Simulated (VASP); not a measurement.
Input of a VASP 6.6.1 run:

Contents of INCAR:

```
SYSTEM = SiO2
  PREC = Accurate
  ENCUT = 600
  EDIFF = 1E-8
  ISMEAR = 0
  SIGMA = 0.02
  LREAL = .FALSE.
  LASPH = .TRUE.
  NELM = 100
  ALGO = Normal
  ISIF = 2
  LWAVE = .FALSE.
  LCHARG = .FALSE.
  GGA = CA
  LEPSILON = .TRUE.
  IBRION = 8
  NSW = 1
```

File KPOINTS:

```
regular mesh
0
G
  6 6 8
  0 0 0
```

Contents of POSCAR:

```
SiO2
1.0
    4.1865000000      0.0000000000      0.0000000000
    0.0000000000      4.1865000000      0.0000000000
    0.0000000000      0.0000000000      2.6684000000
Si O
2 4
Direct
    0.0000000000      0.0000000000      0.0000000000
    0.5000000000      0.5000000000      0.5000000000
    0.3059000000      0.3059000000      0.0000000000
    0.1941000000      0.8059000000      0.5000000000
    0.6941000000      0.6941000000      0.0000000000
    0.8059000000      0.1941000000      0.5000000000
```

Potentials or basis: VASP PAW LDA potentials, release 64 (Si, O).

Launch:

```sh
$ cat potpaw_LDA.64/Si/POTCAR potpaw_LDA.64/O/POTCAR > POTCAR
$ mpirun -np 1 vasp_std > vasp.out
```

Estimate the electronic dielectric tensor (diagonal).

3.38, 3.38, 3.55.

What does it give for the Born charges (mean of the diagonal)?

Si +3.87; O -1.94 e.

Estimate the band gap on the k mesh.

5.53 eV, direct.

Electronic dielectric tensor:
```
3.38 0.00 0.00
0.00 3.38 0.00
0.00 0.00 3.55
```

As with any semilocal functional, this LDA gap is likely too small.
